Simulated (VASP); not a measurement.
VASP ran on this input.

POSCAR:
```
ScB
1
    2.9370032556    -0.0000000000    -0.0000000000
   -0.0000000000     2.9370032556    -0.0000000000
    0.0000000000    -0.0000000000     2.9370032556
Sc B
1 1
Direct
  0.0000000000   0.0000000000   0.0000000000
  0.5000000000   0.5000000000   0.5000000000
```

INCAR:
```
ALGO=Normal
EDIFF=1E-7
ENCUT=520
GGA=PS
ISIF=2
ISMEAR=-5
LASPH=.True.
LCHARG=.True.
LMAXMIX=4
LORBIT=11
LREAL=.False.
LWAVE=.False.
NEDOS=601
NELM=100
PREC=Accurate
SYSTEM=ScB
```

### KPOINTS
```
Automatic mesh
0
Gamma
14 14 14
0 0 0
```

POTCAR, in this order: Sc_sv B (PBE.64 set). Program: vasp_std.

Question: Translate this PBEsol calculation to Ansatz.

Answer: One equivalent input (not run):
Ansatz 0.2 input:
```yaml
crystal:
  lattice:
    - [2.9370033, 0.0000000, 0.0000000]
    - [0.0000000, 2.9370033, 0.0000000]
    - [0.0000000, 0.0000000, 2.9370033]
  atoms:
    - { symbol: Sc, position: [0.0000000, 0.0000000, 0.0000000] }
    - { symbol: B, position: [0.5000000, 0.5000000, 0.5000000] }
kpoints:
  mp_grid: { grid: [14, 14, 14] }
hamiltonian:
  xc: pbesol
  pseudopotentials: { kind: paw }
scf:
  occupations: { method: tetrahedron }
  max_iter: 100
output: { forces: true, stress: true, eigenvalues: true }
```
What does not carry over: each code has its own PAW files, so the cut-off isn't converted (ENCUT is set for VASP's; basis.ecutwfc is left out, and Ansatz then takes the one that its files recommend); Ansatz stops its SCF on the density residual and VASP on the energy change (EDIFF).

The structure was generated: ScB was put into the CsCl type type (Pm-3m), which need not be its known phase. It was relaxed first, which changed the volume by -30 %.
